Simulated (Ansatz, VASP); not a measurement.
## Cross-check of GaSb between VASP and Ansatz

One calculation is typed for both programs; each brings its own data sets. How far apart do they land? The cell is taken from a series of runs on this material, whose earlier steps may have relaxed, scaled, displaced or heated it; both programs get it as it stands.

Program: Ansatz 0.2.0. Level of theory: plane waves, with VASP 6.6.1 beside it; G0W0 gap at PBE0 form with 20 % exact exchange with an exact-exchange share of 0.2. Results are calculated unless marked as measured.

## (1) The structure

It takes space group F-43m (No. 216, cubic). The conventional cell has a = 6.118 Å, b = 6.118 Å, c = 6.118 Å, α = 90.00°, β = 90.00°, γ = 90.00°. Nearest to Ga lie 4 Sb at 2.65 Å. Sb has 4 Ga at 2.65 Å nearest. Farther neighbours are not listed.

As a file:

```cif
data_structure
_symmetry_space_group_name_H-M 'P 1'
_symmetry_Int_Tables_number 1
_cell_length_a 4.3261
_cell_length_b 4.3261
_cell_length_c 4.3261
_cell_angle_alpha 60.000
_cell_angle_beta 60.000
_cell_angle_gamma 60.000
_cell_volume 57.25
loop_
_atom_site_label
_atom_site_type_symbol
_atom_site_fract_x
_atom_site_fract_y
_atom_site_fract_z
_atom_site_occupancy
Ga1 Ga 0.00000 0.00000 0.00000 1
Sb2 Sb 0.25000 0.25000 0.25000 1
```

## (2) Ansatz: G0W0 gap, PBE0 form with 20 % exact exchange with an exact-exchange share of 0.2

Ansatz runs on its PAW soft_1 files.

Quasiparticle shifts depend on high empty states and on the cores, so they are the hardest test of two PAW sets.

File input.yaml:

```yaml
crystal:
  lattice:
    - [0.0, 3.059, 3.059]
    - [3.059, 0.0, 3.059]
    - [3.059, 3.059, 0.0]
  atoms:
    - { symbol: Ga, position: [0.0, 0.0, 0.0] }
    - { symbol: Sb, position: [0.25, 0.25, 0.25] }
kpoints:
  mp_grid: { grid: [6, 6, 6] }
hamiltonian:
  xc: { exchange: pbe, correlation: pbe, exx: { coeff: 0.2 } }
  pseudopotentials: { kind: paw, azcp: { folder: soft_1 } }
scf:
  occupations: { method: fixed }
gw:
  n_empty_bands: 238
  ecut_chi: 150.0
  qp_bands: [v2, c2]
  qp_kpoints: band_edges
  screening: { model: contour_deformation }
```

Run with:

```sh
$ ansatz run input.yaml --threads 3 --pin off --max-ram 92160MiB --backend cuda --events-out ev --progress --plain --runs-dir out --devices 1 --max-vram 13GiB
```

Numbers of over 12 decimals in the logs are rounded to 6 here.

What it wrote:

```text
GPUs: using 1 of 1 available (devices: 1).
Engine: ansatz 0.2.0, x86_64-unknown-linux-gnu
Pseudopotentials: kind: paw
Pseudopotential: Ga, paw, valence charge 13, recommended cutoff 420 eV (normal), soft_1/Ga.paw.azcp
Pseudopotential: Sb, paw, valence charge 15, recommended cutoff 420 eV (normal), soft_1/Sb.paw.azcp
Functional definition: unnamed
  parameter a_1 = 0.2
  exchange = (1 - a_1)*pbe_x + a_1*exact_x
  correlation = pbe_c
davidson cushion auto → on  (no smearing: the cushion is to keep the highest requested band from converging to the state above it; pin scf.eigensolver.cushion to override)
device memory: the entry about to start is reckoned to put 0.6 GiB on a device that reports 40.1 GiB free (of which the cap on the GPU budget leaves the run 13.0 GiB)
GPU FFT provider: cuFFT
GPU libraries: cuBLAS 13.8.2, cuFFT 12.4.0, cuSOLVER 12.3.4
Crystal: 2 atoms, lattice volume = 57.249 Å³
Basis set: ecut = 420 eV, 1139 PW (Γ)
Bands: 18, of which v1, the nominal top of the filled ones, is band 14 counted from 1 (13 counted from 0)
Symmetry: 24 space group operations
Space group: F-43m (ITA 216), of the structure as read, at distance tolerance 3.9e-5 Å
k-points: 16 of 216 (time reversal used)
Non-local potential: Ga, projectors of the file, l = 0: 2, l = 1: 2, l = 2: 3, l = 3: 1
Non-local potential: Sb, projectors of the file, l = 0: 2, l = 1: 2, l = 2: 2, l = 3: 1
PAW form: soft (Blöchl's): semilocal exchange-correlation on the pseudo side does not see the compensation charge
PAW frozen core: Ga, regenerated for the run's functional, and the local potential with it (the file was generated under x = pbe(κ = 0.804, μ = 0.219515), c = pbe(β = 0.066725))
PAW frozen core: Sb, regenerated for the run's functional, and the local potential with it (the file was generated under x = pbe(κ = 0.804, μ = 0.219515), c = pbe(β = 0.066725))
PAW one-centre angular grid: Ga, 590 points (default); XC on 64 Gauss nodes
PAW one-centre angular grid: Sb, 590 points (default); XC on 64 Gauss nodes
Initial density: superposition of atomic densities (chi_scale 0.1, normalization cell, long waves kept (reshape's long-wave potential 0.00 eV rms))
Initial wavefunctions: pseudopotential atomic-orbital guess
GPU buffer pool allocated for 27000 grid points (all kernels)
GPU transforms: local potential and band sums: pruned to the plane-wave sphere, on 30×30×30
Functional: x = pbe(κ = 0.804, μ = 0.219515), c = pbe(β = 0.066725), warm-up for x = 0.8 pbe(κ = 0.804, μ = 0.219515) + 0.2 exact, c = pbe(β = 0.066725)
SCF iter   1: F=—  HF=-10267.896012 eV  |F-HF|=—  |Δ(HF+E_count)|=         —  Δρ=3.18e-2  dr2=4.06e-1  ethr=1.00e-1  ⟨swp⟩=5.1  Hψ=850  notcnv=0
preconditioner: auto → none  [insulator: Δε(μ)=0.001 eV  Ē_g=14.789 eV  n_scr=14 (ndim 8)  ℏωp=20.8 eV  f_vac=0.007]
SCF iter   2: F=—  HF=-10267.882071 eV  |F-HF|=—  |Δ(HF+E_count)|=   1.39e-2  Δρ=1.59e-2  dr2=8.46e-2  ethr=1.45e-3  ⟨swp⟩=4.6  Hψ=852  notcnv=0  defer=3
SCF iter   3: F=—  HF=-10267.887851 eV  |F-HF|=—  |Δ(HF+E_count)|=   5.78e-3  Δρ=4.63e-3  dr2=1.73e-2  ethr=3.02e-4  ⟨swp⟩=3.1  Hψ=760  notcnv=0
iter 4 solved again at ethr=9.85e-7 eV; its pass at ethr=6.18e-5 eV (dr2=2.76e-4 eV) is discarded
SCF iter   4: F=—  HF=-10267.880818 eV  |F-HF|=—  |Δ(HF+E_count)|=   7.03e-3  Δρ=7.96e-4  dr2=2.76e-4  ethr=9.85e-7  ⟨swp⟩=3.2  Hψ=1625  notcnv=0
SCF iter   5: F=—  HF=-10267.880733 eV  |F-HF|=—  |Δ(HF+E_count)|=   8.51e-5  Δρ=4.95e-4  dr2=5.55e-5  ethr=9.85e-7  ⟨swp⟩=3.2  Hψ=823  notcnv=0
SCF iter   6: F=—  HF=-10267.880748 eV  |F-HF|=—  |Δ(HF+E_count)|=   1.52e-5  Δρ=9.79e-5  dr2=2.94e-6  ethr=1.98e-7  ⟨swp⟩=3.7  Hψ=849  notcnv=0
SCF iter   7: F=—  HF=-10267.880747 eV  |F-HF|=—  |Δ(HF+E_count)|=   5.97e-7  Δρ=2.15e-5  dr2=2.10e-7  ethr=1.05e-8  ⟨swp⟩=4.0  Hψ=949  notcnv=0
SCF iter   8: F=-10267.880748 eV  HF=-10267.880748 eV  |F-HF|=1.77e-8  |Δ(HF+E_count)|=   9.84e-8  Δρ=6.32e-6  dr2=1.27e-8  ethr=7.49e-10  ⟨swp⟩=3.6  Hψ=779  notcnv=0
SCF 1 converged in 8 iterations: F = -10267.880748 eV  dr2 = 1.27e-8
  greatest PAW one-centre occupation: 0.995 electrons in one spin orbital (limit 2), on the Sb atom at site 1 (counted from 0), in its partial waves of l = 2
device memory: the entry about to start is reckoned to put 1.3 GiB on a device that reports 41.7 GiB free (of which the cap on the GPU budget leaves the run 13.0 GiB)
GPU FFT provider: cuFFT
GPU libraries: cuBLAS 13.8.2, cuFFT 12.4.0, cuSOLVER 12.3.4
Initial density: handed on by an earlier stage of this run
Initial wavefunctions: those handed on with the density
GPU buffer pool allocated for 27000 grid points (all kernels)
GPU transforms: local potential and band sums: pruned to the plane-wave sphere, on 30×30×30
Functional: x = 0.8 pbe(κ = 0.804, μ = 0.219515) + 0.2 exact, c = pbe(β = 0.066725)
[...]
SCF iter   6: F=-10271.133677 eV  HF=-10271.133677 eV  |F-HF|=2.49e-7  |Δ(HF+E_count)|=   1.21e-6  Δρ=2.62e-5  dr2=3.18e-6  ethr=1.70e-8  ⟨swp⟩=3.9  Hψ=958  notcnv=0
SCF 2 stopped early in 6 iterations: F = -10271.133677 eV  dr2 = 3.18e-6
hybrid outer 1: dexx = +7.605e-3 eV, tail = 2.61e-5 eV
GPU FFT provider: cuFFT
GPU libraries: cuBLAS 13.8.2, cuFFT 12.4.0, cuSOLVER 12.3.4
GPU buffer pool allocated for 27000 grid points (all kernels)
[...]
NSCF: frozen V_eff on 1 k-points
device memory: the entry about to start is reckoned to put 0.3 GiB on a device that reports 33.9 GiB free (of which the cap on the GPU budget leaves the run 13.0 GiB)
NSCF: frozen V_eff on 1 k-points
hybrid SCF converged: 2 outer / 9 inner (+8 warm-up), last move |dexx| = 6.48e-7 eV, tail = 9.03e-8 eV
Stability not checked: this state was not tested for a lower state beside it, because the functional holds exact exchange (a hybrid, or Hartree-Fock), whose exchange loop this test does not read (fock_operator; see scf.lower_state_search)
Free energy (F): -10271.133656 eV
Frozen-core exchange: fock
Harris-Foulkes:  -10271.133656 eV  (|F-HF|=1.02e-8)
Internal energy: -10271.133656 eV  (E = F + TS)
E sigma→0 (E₀):  -10271.133656 eV
Fermi energy:    7.320705 eV
--- Per-component energies (eV) ---
  E_band       = -316.606876
  E_kinetic    = 273.991969
  E_local      = -3380.912771  (includes V_loc(G=0)·N_el)
  E_nonlocal   = 297.846773
  E_hartree    = 1735.720176
  E_xc         = -131.274566
  E_vxc        = -118.662011  (∫ρ·V_xc dr)
  E_exx        = -80.150154  (= α·E_x^exact, valence–valence)
  E_paw        = -6492.521118  (= ΣΔE_a)
  E_vpaw       = -700.006690  (= ΣTr[D̂ρ^β])
  E_aug_tail   = -0.000082  (compensation charges beyond the density's cutoff)
  E_ewald      = -2493.919138
  E_core_change = 0.085254  (= ΣΔE_core)
  E_smearing   = -0.000000  (= −TS)
  E_closure    = 0.000000  (closes the sum)
  Σ components = -10271.133656   (vs F -10271.133656, Δ=0.00e0)
--- Band table (eV; the first three rows and the last of 16) ---
  k-point 0: bands = [... 10 lower, -5.1767, 7.3207, 7.3207, 7.3207, 8.4238, 11.1234]
  k-point 1: bands = [... 10 lower, -4.8707, 4.5121, 6.8940, 6.8940, 9.3314, 11.7032]
  k-point 2: bands = [... 10 lower, -4.0493, 1.7232, 6.2954, 6.2954, 8.8817, 12.1757]
  k-point 15: bands = [... 10 lower, -2.4471, 0.0401, 3.8482, 4.0455, 10.9248, 11.1538]
  guard bands above this table: 2 of the run's 18 bands. The solve was not asked for them (output.publish_guard_bands: true or output.eigenvalues: true publishes all)
--- G₀W₀: contour deformation, 7 samples at zero and on the imaginary axis and 2 off it, 216 q-points, 238 empty bands' worth ---
  eigenvalues of the whole cell's RPA ε∞ on this k-mesh (on a slab, of 1 + 4πα/V) = 18.5909, 18.5909, 18.5909; static W/v taken at q = 0 is 0.053790
  bands read: the sum over 252 bands ends inside a degenerate multiplet in 1 slot, whose members it reads at an even weight; the widest, k=4: bands 252 to 253 (counted from 1) at 1/2 each
  gw.qp_kpoints: band_edges: 8 of 16 stored k-points solved, in 1 pass; an edge of the gap read off the rows below is read off those points alone
    valence top: of the k-points left out ik 8 came nearest to being solved in a further pass, in band 14 (counted from 1, as in the quasiparticle table): it holds the edge there only if its correction is more favourable than any solved in that band by at least 0.549 eV; those differ by 0.044 eV
    conduction bottom: of the k-points left out ik 10 came nearest to being solved in a further pass, in band 15 (counted from 1, as in the quasiparticle table): it holds the edge there only if its correction is more favourable than any solved in that band by at least 0.903 eV; those differ by 0.222 eV
    ik  band        ε_KS         Σx   Σc(E_QP)       V_xc       Z   E_QP_lin       E_QP  E_QP is
     0    13      7.3207   -15.2756     0.5464   -14.5890  0.7904     7.1803     7.1806  root
     0    14      7.3207   -15.2756     0.5464   -14.5890  0.7904     7.1803     7.1806  root
     0    15      8.4238   -11.8687    -3.7205   -15.4324  0.7954     8.2673     8.2670  root
     0    16     11.1234    -7.5209    -3.8738   -11.0450  0.7819    10.7761    10.7737  root
     1    13      6.8940   -14.9879     0.6411   -14.2117  0.7878     6.7586     6.7589  root
     1    14      6.8940   -14.9879     0.6411   -14.2117  0.7878     6.7586     6.7589  root
     1    15      9.3314    -9.8420    -3.6478   -13.2358  0.7924     9.0784     9.0774  root
     1    16     11.7032    -7.6447    -4.0252   -11.3058  0.7761    11.3418    11.3392  root
     2    13      6.2954   -14.8623     0.8502   -13.8854  0.7831     6.1684     6.1687  root
     2    14      6.2954   -14.8623     0.8502   -13.8854  0.7831     6.1684     6.1687  root
     2    15      8.8817    -9.3076    -3.5470   -12.5779  0.7956     8.6062     8.6050  root
     2    16     12.1757    -7.1388    -4.1451   -10.8922  0.7723    11.7875    11.7841  root
     3    13      6.0655   -14.8546     0.9384   -13.7905  0.7811     5.9395     5.9398  root
     3    14      6.0655   -14.8546     0.9384   -13.7905  0.7811     5.9395     5.9398  root
     3    15      8.6789    -9.3409    -3.4984   -12.5586  0.7966     8.3994     8.3982  root
     3    16     12.1431    -6.8414    -4.1107   -10.5512  0.7745    11.7458    11.7423  root
     4    13      6.2240   -14.5994     0.8228   -13.6510  0.7827     6.0982     6.0985  root
     4    14      6.2240   -14.5994     0.8228   -13.6510  0.7827     6.0982     6.0985  root
     4    15      9.9447    -8.0948    -3.6228   -11.3805  0.7901     9.6093     9.6074  root
     4    16     11.0608    -9.2863    -3.9910   -12.9551  0.7839    10.7404    10.7385  root
     6    13      4.5606   -14.3415     1.2967   -12.9670  0.7645     4.4826     4.4828  root
     6    14      5.5587   -14.6258     1.0920   -13.4159  0.7763     5.4405     5.4408  root
     6    15      9.9893    -8.5151    -3.6948   -11.8718  0.7908     9.6530     9.6511  root
     6    16     12.0834    -7.1315    -4.1811   -10.9031  0.7736    11.6775    11.6739  root
     9    13      4.9655   -14.4491     1.2997   -13.0463  0.7690     4.8622     4.8625  root
     9    14      4.9655   -14.4491     1.2997   -13.0463  0.7690     4.8622     4.8625  root
     9    15      9.1792    -7.2899    -3.4324   -10.3436  0.7973     8.8027     8.8005  root
     9    16     10.4178    -6.7041    -3.8151   -10.0989  0.7925    10.0005     9.9975  root
    12    13      4.5101   -14.4282     1.4751   -12.8572  0.7629     4.4141     4.4144  root
    12    14      4.5101   -14.4282     1.4751   -12.8572  0.7629     4.4141     4.4144  root
    12    15      9.1353    -7.4396    -3.4510   -10.5151  0.7968     8.7620     8.7598  root
    12    16      9.4664    -6.2931    -3.5595    -9.4084  0.8002     9.0253     9.0222  root
```

The column dr2 measures how far the density is from self-consistency, as an energy; F and HF (Harris–Foulkes) agree once it is small.

(Part 1 of 2 ends here.)

[Lines on the potential files, build, host, timing and source positions are cut from VASP's logs without a mark.]

[Logs are printed without paths, hosts, clocks, repeated set-up lines and the standing remarks that a program may print on its own settings, such as how far it seeks lower states.]

[Hosts, paths, dates, database ids (printed as entryN), source tags and the programs' standing remarks are cut or masked in the printed files.]
